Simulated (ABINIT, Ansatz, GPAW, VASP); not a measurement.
## Code comparison for Zr2Au (I4/mmm, 3 atoms in the cell)

Self-consistent single point.

```yaml
crystal:
  lattice:
    - [-1.65018, 1.65018, 5.82547]
    - [1.65018, -1.65018, 5.82547]
    - [1.65018, 1.65018, -5.82547]
  atoms:
    - { symbol: Zr, position: [0.65970, 0.65970, 0.00000] }
    - { symbol: Zr, position: [0.34030, 0.34030, 0.00000] }
    - { symbol: Au, position: [0.00000, 0.00000, 0.00000] }
```

All programs got the same cell, k-point mesh and kind of occupations (in Ansatz's words: kpoints.mp_grid.grid = 10 10 10; scf.occupations.method = fermi_dirac; scf.occupations.width = 0.05 eV); potentials, basis and cutoffs are each program's usual ones.

```
code                                                    model  pressure (GPa)  largest force (eV/Å)   cutoff
------  -----------------------------------------------------  --------------  --------------------  -------
ABINIT     PBEsol, PAW (JTH v2.0 PBE PAW, files made for PBE)           -3.92                 0.015    26 Ha
GPAW    PBEsol, GPAW PAW datasets PBEsol (made by gpaw-setup)           -4.06                 0.010   550 eV
VASP               PBEsol, VASP's PBE PAW potentials (set 64)           -4.44                 0.035   300 eV
Ansatz                        PBEsol, PAW files made with PBE           -3.87                 0.014  default
```

The spread over the programs that give each value: pressure within 0.57 GPa; largest force within 0.025 eV/Å.

The starting cell comes from a database of computed structures (which also holds hypothetical and non-ambient phases and stackings), without a prior relaxation at this level. On Ansatz's run: Spin-orbit coupling is off. In the base run, with a pressure of about -4 GPa the cell is away from its equilibrium volume at this level.

Problem. Why do the programs differ, and what cannot be compared?

Solution. Differences of this kind can come from the potentials, where these differ, and from what each basis and cutoff leave unconverged. The valence holds different numbers of electrons (ABINIT 35, GPAW 35, VASP 35, Ansatz (a quantum-chemistry and plane-wave program) 43). The zero of total energies and Fermi levels follows the potentials and each program's conventions, so they are not compared here. Ansatz's pressure is given at a fixed set of plane waves, as the other plane-wave codes print theirs.

VASP's run is marked for a possible Pulay error in its stress at this cutoff; no cutoff test was made.

Left out of this page: Quantum ESPRESSO and SIESTA (not drawn, or without a comparable value); FLEUR (unsound by tests on forces, stress, charge or solver warnings).

Keys are those of Ansatz 0.2.
